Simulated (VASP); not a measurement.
Shape and ions are relaxed at each volume.

Energy against volume of Er (hcp). Calculation: optB88-vdW, VASP's PBE PAW potentials (set 64) (plane waves; VASP 6.6.1).

The 4f electrons are frozen in the core of the lanthanide potential, so 4f levels, which can set the real gap, and their magnetism are missing.

```
V (Å³/atom)  E (eV/atom)
-----------  -----------
28.049          -1.79622
28.944          -1.80911
29.839          -1.81364
30.734          -1.81064
31.629          -1.80078
```

Question: Fit a third-order Birch-Murnaghan equation of state.

Answer: 
The volume per atom is 29.92 Å³/atom and the bulk modulus is 44.8 GPa. The pressure derivative of the bulk modulus comes out as 2.32.

Measured: bulk modulus 44.4 GPa (computed value off by +0.9 %), as given by Wikipedia, Erbium (infobox). The calculation is for a static lattice, while the measured bulk modulus holds thermal and zero-point effects, which are part of the difference.

The compound is Er in the hcp structure. It was relaxed first.
